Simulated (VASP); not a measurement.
# RPA total energies of AlN, part 5 of 6

Aim: total energies of AlN from exact exchange and RPA correlation, beside cheaper functionals. The scan starts from a database cell scaled to its smallest volume. The cell is of the zinc-blende type, which need not be the form that is stable at ambient conditions. The start is a computed cell from a database.

VASP 6.6.1, plane waves and PAW; the level of theory is named at each step.

So far. Step 24 (Exact exchange, volume ratio 1.03): The Hartree-Fock energy on these orbitals is -12.9037 eV an atom. Step 25 (Empty bands, volume ratio 1.03): WAVECAR now holds 680 bands for 8 electrons.

## Step 26: RPA correlation, volume ratio 1.03

This step: RPA correlation on PBE orbitals; plane waves and PAW (Al_GW, N_GW) (VASP 6.6.1).

RPA correlation at this point.

INCAR

```
SYSTEM = AlN
PREC = Accurate
ENCUT = 570
ISMEAR = 0
SIGMA = 0.05
LREAL = .FALSE.
GGA = PE
NBANDS = 680
ALGO = ACFDT
ENCUTGW = 200
NOMEGA = 12
PRECFOCK = Fast
LWAVE = .FALSE.
LCHARG = .FALSE.
```

POSCAR

```
AlN
1.0
    0.0000000000      2.2056186646      2.2056186646
    2.2056186646      0.0000000000      2.2056186646
    2.2056186646      2.2056186646      0.0000000000
Al N
1 1
Direct
    0.0000000000      0.0000000000      0.0000000000
    0.2500000000      0.2500000000      0.2500000000
```

KPOINTS

```
Automatic mesh
0
Gamma
4 4 4
0 0 0
```

PAW data sets: Al_GW and N_GW (PBE family, release 64).

Launch:

```console
> mpirun -np 8 vasp_std
```

Output:

```text
[banner, memory and clock lines left out]
running    8 mpi-ranks, on    1 nodes
[...]
[... a notice as in an earlier step ...]

 LDA part: xc-table for (Slater+PW92), standard interpolation
 found WAVECAR, reading the header
 POSCAR, INCAR and KPOINTS ok, starting setup
[...]
reading WAVECAR
 the WAVECAR file was read successfully
 initial charge from wavefunction
 available memory per node:     32.33 GB, setting MAXMEM to     33106

 The Fermi energy was updated, please check that it is located mid-gap
 values below the HOMO (VB) or above the LUMO (CB) will cause erroneous energies
 E-fermi :   6.3698

 the WAVEDER file was read successfully
 set NWRITE>2 for more details about minimax calculation
 number of imaginary grid points requested:      12
 number of distinct grids requested:  1
 quadrature errors minimized for energies in [ 0.328E+01, 0.573E+03 ]
 bosonic grid (T=0, re) determined with error: 0.1055E-07
 bosonic grid (re): 0.1055E-07
[...]
NQ=   2    0.2500    0.0000    0.0000,
|.........|.........|.........|.........
 performed       4142000 updates of chi_q(r,r)
 total number of BLAS operations        654.75 Gflops
NQ=   3    0.5000    0.0000    0.0000,
|.........|.........|.........|.........
 performed       6213000 updates of chi_q(r,r)
 total number of BLAS operations        970.38 Gflops
NQ=   4    0.2500    0.2500    0.0000,
|.........|.........|.........|.........
 performed       8284000 updates of chi_q(r,r)
 total number of BLAS operations       1263.56 Gflops
NQ=   5    0.5000    0.2500    0.0000,
|.........|.........|.........|.........
 performed      10355000 updates of chi_q(r,r)
 total number of BLAS operations       1570.10 Gflops
NQ=   6   -0.2500    0.2500    0.0000,
|.........|.........|.........|.........
 performed      12426000 updates of chi_q(r,r)
 total number of BLAS operations       1885.74 Gflops
NQ=   7    0.5000    0.5000    0.0000,
|.........|.........|.........|.........
 performed      14497000 updates of chi_q(r,r)
 total number of BLAS operations       2148.86 Gflops
NQ=   8   -0.2500    0.5000    0.2500,
|.........|.........|.........|.........
 performed      16568000 updates of chi_q(r,r)
 total number of BLAS operations       2492.54 Gflops
 entering main loop
```

It took 20 s on 8 MPI ranks of Intel Xeon 6975P-C (Granite Rapids), shared host; peak memory 1.5 GiB; 2.1 min of CPU time.

OUTCAR, selected parts (step 26):

```text
      cutoff energy     smooth cutoff   RPA   correlation   Hartree contr. to MP2
---------------------------------------------------------------------------------
            200.000           160.000      -11.5448363980      -18.4175902357
            190.476           152.381      -11.4439733491      -18.2979539583
            181.406           145.125      -11.3383074386      -18.1706996282
            172.768           138.214      -11.2269629077      -18.0344510217
            164.541           131.632      -11.1069503049      -17.8852844839
            156.705           125.364      -10.9820905721      -17.7274238688
            149.243           119.394      -10.8526039035      -17.5610228084
            142.136           113.709      -10.7150871555      -17.3816549571
  linear regression

[... 2 parts as in an earlier step ...]

[... 2 further parts left out ...]
[key lines of the parts left out:]
E-fermi :   6.3698
```

The correlation energy is -6.3887 eV an atom, -15 meV against the point before. With exact exchange the total is -19.2923 eV an atom.

## Step 27: Comparison: r2SCAN, volume ratio 1.03

This step: r2SCAN; plane waves and PAW (Al_GW, N_GW) (VASP 6.6.1).

The comparison at this point.

INCAR

```
SYSTEM = AlN
PREC = Accurate
ENCUT = 570
EDIFF = 1E-06
NELM = 100
ISMEAR = 0
SIGMA = 0.05
LREAL = .FALSE.
ALGO = Normal
METAGGA = R2SCAN
LASPH = .TRUE.
NBANDS = 10
LWAVE = .FALSE.
LCHARG = .FALSE.
KPAR = 8
```

POSCAR is that of step 26.

KPOINTS is that of step 26.

Launch:

```console
> mpirun -np 8 vasp_std
```

Output:

```text
[... set-up lines as in an earlier step ...]
 entering main loop
       N       E                     dE             d eps       ncg     rms          rms(c)
DAV:   1     0.242247E+02    0.24225E+02   -0.50369E+03   160   0.810E+02
DAV:   2    -0.218084E+02   -0.46033E+02   -0.43407E+02   200   0.218E+02
DAV:   3    -0.236195E+02   -0.18111E+01   -0.18061E+01   196   0.369E+01
DAV:   4    -0.236370E+02   -0.17505E-01   -0.17502E-01   202   0.410E+00
[...]
DAV:   9    -0.191246E+02    0.25525E-03   -0.18574E-03   254   0.467E-01    0.602E-02
DAV:  10    -0.191247E+02   -0.10130E-03   -0.16860E-04   176   0.184E-01    0.227E-03
DAV:  11    -0.191247E+02   -0.91160E-06   -0.33127E-06   224   0.169E-02
   1 F= -.19124679E+02 E0= -.19124679E+02  d E =-.409122E-21
```

Wall time 4.8 s (8 MPI ranks); peak memory 1 GiB.

Parts of OUTCAR (step 27):

```text
  Total       -0.8171462     -0.8171462     -0.8171462     -0.0000000      0.0000000     -0.0000000
  in kB      -61.0083190    -61.0083190    -61.0083190     -0.0000000      0.0000000     -0.0000000
  external PRESSURE =     -61.0083190 kB  Pullay stress =       0.0000000 kB

  FREE ENERGIE OF THE ION-ELECTRON SYSTEM (eV)
  ---------------------------------------------------
  free  energy   TOTEN  =       -19.1246789691 eV

  energy  without entropy=      -19.1246789691  energy(sigma->0) =      -19.12467897

[... 3 parts as in an earlier step ...]

[... 1 further part left out ...]
[key lines of the parts left out:]
E-fermi :   4.7822
```

Its energy is -9.5623 eV an atom, on a zero of its own.

## Step 28: Orbitals for comparison: HSE06, volume ratio 1.03

This step: PBE; plane waves and PAW (Al_GW, N_GW) (VASP 6.6.1).

Starting orbitals, as before.

INCAR

```
SYSTEM = AlN
PREC = Accurate
ENCUT = 570
EDIFF = 1E-05
NELM = 100
ISMEAR = 0
SIGMA = 0.05
LREAL = .FALSE.
ALGO = Normal
GGA = PE
NBANDS = 10
LORBIT = 11
LWAVE = .TRUE.
LCHARG = .FALSE.
KPAR = 8
```

POSCAR is that of step 27.

KPOINTS is that of step 27.

Launch:

```console
> mpirun -np 8 vasp_std
```

Output:

```text
[... set-up lines as in an earlier step ...]
 entering main loop
       N       E                     dE             d eps       ncg     rms          rms(c)
[... 10 cycles as in an earlier step ...]
DAV:  11    -0.148459E+02    0.16795E-05   -0.70440E-06   122   0.308E-02
   1 F= -.14845886E+02 E0= -.14845886E+02  d E =-.100577E-18
 writing wavefunctions
```

Elapsed: 1.4 s, on 8 MPI ranks; peak memory 0.99 GiB.

Parts of OUTCAR (step 28):

```text
  Total       -0.2106380     -0.2106380     -0.2106380     -0.0000000      0.0000000     -0.0000000
  in kB      -15.7262776    -15.7262776    -15.7262776     -0.0000000      0.0000000     -0.0000000
  external PRESSURE =     -15.7262776 kB  Pullay stress =       0.0000000 kB

 POSITION                                       TOTAL-FORCE (eV/Angst)
 -----------------------------------------------------------------------------------
      0.00000      0.00000      0.00000        -0.000000     -0.000000     -0.000000
      1.10281      1.10281      1.10281         0.000000      0.000000      0.000000
 -----------------------------------------------------------------------------------
    total drift:                               -0.000000     -0.000000     -0.000000

  FREE ENERGIE OF THE ION-ELECTRON SYSTEM (eV)
  ---------------------------------------------------
  free  energy   TOTEN  =       -14.8458859427 eV

  energy  without entropy=      -14.8458859427  energy(sigma->0) =      -14.84588594

[... 2 parts as in an earlier step ...]

[... 1 further part left out ...]
[key lines of the parts left out:]
E-fermi :   5.0345
```

The run ends at a pressure of -1.57 GPa.

## Step 29: Comparison: HSE06, volume ratio 1.03

This step: HSE06; plane waves and PAW (Al_GW, N_GW) (VASP 6.6.1).

The comparison at this point.

INCAR

```
SYSTEM = AlN
PREC = Accurate
ENCUT = 570
EDIFF = 1E-06
NELM = 100
ISMEAR = 0
SIGMA = 0.05
LREAL = .FALSE.
ALGO = Normal
LHFCALC = .TRUE.
AEXX = 0.25
GGA = PE
HFSCREEN = 0.2
LASPH = .TRUE.
NBANDS = 10
PRECFOCK = Fast
LWAVE = .FALSE.
LCHARG = .FALSE.
KPAR = 8
```

POSCAR is that of step 28.

KPOINTS is that of step 28.

The run starts from files that an earlier step left in the folder.

Launch:

```console
> mpirun -np 8 vasp_std
```

Output:

```text
[... set-up lines as in an earlier step ...]
 entering main loop
       N       E                     dE             d eps       ncg     rms          rms(c)
DAV:   1    -0.173979E+02   -0.17398E+02   -0.32699E-01   168   0.637E+00    0.348E-01
DAV:   2    -0.173993E+02   -0.14827E-02   -0.29281E-03   192   0.437E-01    0.227E-01
DAV:   3    -0.173988E+02    0.57135E-03   -0.16694E-04   194   0.156E-01    0.133E-01
DAV:   4    -0.173986E+02    0.20252E-03   -0.73365E-05   176   0.111E-01    0.780E-02
DAV:   5    -0.173985E+02    0.65933E-04   -0.26470E-05   202   0.690E-02    0.455E-02
DAV:   6    -0.173985E+02    0.21461E-04   -0.85092E-06   186   0.423E-02    0.263E-02
DAV:   7    -0.173985E+02    0.71202E-05   -0.28125E-06   168   0.251E-02    0.152E-02
DAV:   8    -0.173985E+02    0.24995E-05   -0.89840E-07    90   0.143E-02    0.888E-03
DAV:   9    -0.173985E+02    0.55227E-06   -0.38863E-07    86   0.803E-03
   1 F= -.17398477E+02 E0= -.17398477E+02  d E =-.172267E-20
```

Elapsed: 8.8 s, on 8 MPI ranks; peak memory 1.7 GiB.

OUTCAR, selected parts (step 29):

```text
 POSITION                                       TOTAL-FORCE (eV/Angst)
 -----------------------------------------------------------------------------------
      0.00000      0.00000      0.00000        -0.000000     -0.000000     -0.000000
      1.10281      1.10281      1.10281         0.000000      0.000000      0.000000
 -----------------------------------------------------------------------------------
    total drift:                                0.000001     -0.000002     -0.000001

  FREE ENERGIE OF THE ION-ELECTRON SYSTEM (eV)
  ---------------------------------------------------
  free  energy   TOTEN  =       -17.3984766948 eV

  energy  without entropy=      -17.3984766948  energy(sigma->0) =      -17.39847669

[... 2 parts as in an earlier step ...]

[... 1 further part left out ...]
[key lines of the parts left out:]
E-fermi :   4.0973
```

Its energy is -8.6992 eV an atom, on a zero of its own.

## Step 30: Orbitals, volume ratio 1.06

This step: PBE; plane waves and PAW (Al_GW, N_GW) (VASP 6.6.1).

The same chain follows at a volume ratio of 1.06.

INCAR

```
SYSTEM = AlN
PREC = Accurate
ENCUT = 570
EDIFF = 1E-08
NELM = 100
ISMEAR = 0
SIGMA = 0.05
LREAL = .FALSE.
ALGO = Normal
GGA = PE
NBANDS = 10
LORBIT = 11
LWAVE = .TRUE.
LCHARG = .FALSE.
KPAR = 8
```

POSCAR

```
AlN
1.0
    0.0000000000      2.2268278375      2.2268278375
    2.2268278375      0.0000000000      2.2268278375
    2.2268278375      2.2268278375      0.0000000000
Al N
1 1
Direct
    0.0000000000      0.0000000000      0.0000000000
    0.2500000000      0.2500000000      0.2500000000
```

KPOINTS is that of step 29.

Launch:

```console
> mpirun -np 8 vasp_std
```

Output:

```text
[... set-up lines as in an earlier step ...]
 entering main loop
       N       E                     dE             d eps       ncg     rms          rms(c)
DAV:   1     0.158683E+02    0.15868E+02   -0.47913E+03   176   0.754E+02
DAV:   2    -0.158430E+02   -0.31711E+02   -0.28931E+02   190   0.177E+02
DAV:   3    -0.171057E+02   -0.12627E+01   -0.12603E+01   202   0.297E+01
DAV:   4    -0.171136E+02   -0.78853E-02   -0.78845E-02   212   0.298E+00
[...]
DAV:  12    -0.148296E+02   -0.21440E-06   -0.30076E-07   184   0.476E-03    0.151E-03
DAV:  13    -0.148296E+02    0.43818E-07   -0.26569E-07   252   0.428E-03    0.575E-05
DAV:  14    -0.148296E+02   -0.10336E-08   -0.18684E-09   112   0.424E-04
   1 F= -.14829644E+02 E0= -.14829644E+02  d E =-.167618E-17
 writing wavefunctions
```

It took 2.4 s on 8 MPI ranks; peak memory 1.2 GiB; 12 s of CPU time.

From OUTCAR (step 30):

```text
  Total       -0.9200258     -0.9200258     -0.9200258      0.0000000      0.0000000      0.0000000
  in kB      -66.7452969    -66.7452969    -66.7452969      0.0000000      0.0000000      0.0000000
  external PRESSURE =     -66.7452969 kB  Pullay stress =       0.0000000 kB

 POSITION                                       TOTAL-FORCE (eV/Angst)
 -----------------------------------------------------------------------------------
      0.00000      0.00000      0.00000         0.000000      0.000000      0.000000
      1.11341      1.11341      1.11341        -0.000000     -0.000000     -0.000000
 -----------------------------------------------------------------------------------
    total drift:                               -0.000000     -0.000000      0.000000

  FREE ENERGIE OF THE ION-ELECTRON SYSTEM (eV)
  ---------------------------------------------------
  free  energy   TOTEN  =       -14.8296441930 eV

  energy  without entropy=      -14.8296441930  energy(sigma->0) =      -14.82964419

[... 1 part as in an earlier step ...]

[... 2 further parts left out ...]
[key lines of the parts left out:]
E-fermi :   4.7892
```

The run ends at a pressure of -6.67 GPa.

## Step 31: Exact exchange, volume ratio 1.06

This step: Hartree-Fock energy on PBE orbitals; plane waves and PAW (Al_GW, N_GW) (VASP 6.6.1).

Exact exchange at this point.

INCAR

```
SYSTEM = AlN
PREC = Accurate
ENCUT = 570
ISMEAR = 0
SIGMA = 0.05
LREAL = .FALSE.
GGA = PE
NBANDS = 10
ALGO = Eigenval
NELM = 1
LHFCALC = .TRUE.
AEXX = 1
ALDAC = 0
AGGAC = 0
PRECFOCK = Normal
LWAVE = .FALSE.
LCHARG = .FALSE.
```

POSCAR is that of step 30.

KPOINTS is that of step 30.

The WAVECAR or CHGCAR of an earlier step is read.

Launch:

```console
> mpirun -np 8 vasp_std
```

Output:

```text
[... set-up lines as in an earlier step ...]
 entering main loop
       N       E                     dE             d eps       ncg     rms          rms(c)
EIG:   1    -0.257578E+02   -0.25758E+02    0.00000E+00     0   0.000E+00
   1 F= -.25757777E+02 E0= -.25757777E+02  d E =-.339190E-20
```

Wall time 4.2 s (8 MPI ranks); peak memory 0.85 GiB; 23 s of CPU time.

From OUTCAR (step 31):

```text
 POSITION                                       TOTAL-FORCE (eV/Angst)
 -----------------------------------------------------------------------------------
      0.00000      0.00000      0.00000         0.000000      0.000000      0.000000
      1.11341      1.11341      1.11341        -0.000000     -0.000000     -0.000000
 -----------------------------------------------------------------------------------
    total drift:                                0.000000      0.000000      0.000000

  FREE ENERGIE OF THE ION-ELECTRON SYSTEM (eV)
  ---------------------------------------------------
  free  energy   TOTEN  =       -25.7577771905 eV

  energy  without entropy=      -25.7577771905  energy(sigma->0) =      -25.75777719

[... 2 parts as in an earlier step ...]

[... 1 further part left out ...]
[key lines of the parts left out:]
E-fermi :   4.8145
```

The Hartree-Fock energy on these orbitals is -12.8789 eV an atom.

## Step 32: Empty bands, volume ratio 1.06

This step: PBE; plane waves and PAW (Al_GW, N_GW) (VASP 6.6.1).

The empty bands are made again, for the run that follows.

INCAR

```
SYSTEM = AlN
PREC = Accurate
ENCUT = 570
ISMEAR = 0
SIGMA = 0.05
LREAL = .FALSE.
GGA = PE
NBANDS = 696
ALGO = Exact
NELM = 1
LWAVE = .TRUE.
LCHARG = .FALSE.
LOPTICS = .TRUE.
NEDOS = 1000
CSHIFT = 0.1
```

POSCAR is that of step 31.

KPOINTS is that of step 31.

Launch:

```console
> mpirun -np 8 vasp_std
```

Output:

```text
[banner, memory and clock lines left out]
running    8 mpi-ranks, on    1 nodes
[...]
[... a notice as in an earlier step ...]

 LDA part: xc-table for (Slater+PW92), standard interpolation
 found WAVECAR, reading the header
  number of bands has changed, file:    10 present:   696
  trying to continue reading WAVECAR, but it might fail
 POSCAR, INCAR and KPOINTS ok, starting setup
[...]
reading WAVECAR
 random initialization beyond band           10
 the WAVECAR file was read successfully
 initial charge from wavefunction
 entering main loop
       N       E                     dE             d eps       ncg     rms          rms(c)
DIA:   1    -0.148296E+02   -0.14830E+02    0.00000E+00     0   0.000E+00
   1 F= -.14829644E+02 E0= -.14829644E+02  d E =-.520989E-25
 writing wavefunctions
 optical routines
 imaginary and real dielectric function
 recalculating local potential from charge density
 direction            1
 direction            2
 direction            3
```

The job ended after 3.4 s (8 MPI ranks; peak memory 1 GiB).

OUTCAR, selected parts (step 32):

```text
  Total       -0.9201212     -0.9201212     -0.9201212     -0.0000000     -0.0000000      0.0000000
  in kB      -66.7522170    -66.7522170    -66.7522170     -0.0000000     -0.0000000      0.0000000
  external PRESSURE =     -66.7522170 kB  Pullay stress =       0.0000000 kB

 POSITION                                       TOTAL-FORCE (eV/Angst)
 -----------------------------------------------------------------------------------
      0.00000      0.00000      0.00000        -0.000000      0.000000      0.000000
      1.11341      1.11341      1.11341         0.000000     -0.000000     -0.000000
 -----------------------------------------------------------------------------------
    total drift:                               -0.000000     -0.000000      0.000000

  FREE ENERGIE OF THE ION-ELECTRON SYSTEM (eV)
  ---------------------------------------------------
  free  energy   TOTEN  =       -14.8296441941 eV

  energy  without entropy=      -14.8296441941  energy(sigma->0) =      -14.82964419

[... 1 part as in an earlier step ...]

[... 2 further parts left out ...]
[key lines of the parts left out:]
E-fermi :   4.8555
```

WAVECAR now holds 696 bands for 8 electrons.

[end of part 5 of 6]

[Long decimals in the printed logs are rounded to 6 places.]

[Lines on the potential files, build, host, timing and source positions are cut from VASP's logs without a mark.]

[Logs are printed without paths, hosts, clocks, repeated set-up lines and the standing remarks that a program may print on its own settings, such as how far it seeks lower states.]

[Hosts, paths, dates, database ids (printed as entryN), source tags and the programs' standing remarks are cut or masked in the printed files.]

[Measured values are set beside computed ones only where the two were judged alike; some that the calculation misses by far are left out.]

[Pressures printed for these runs are not shown converged in the cutoff: they can be off by several GPa and have the wrong sign.]
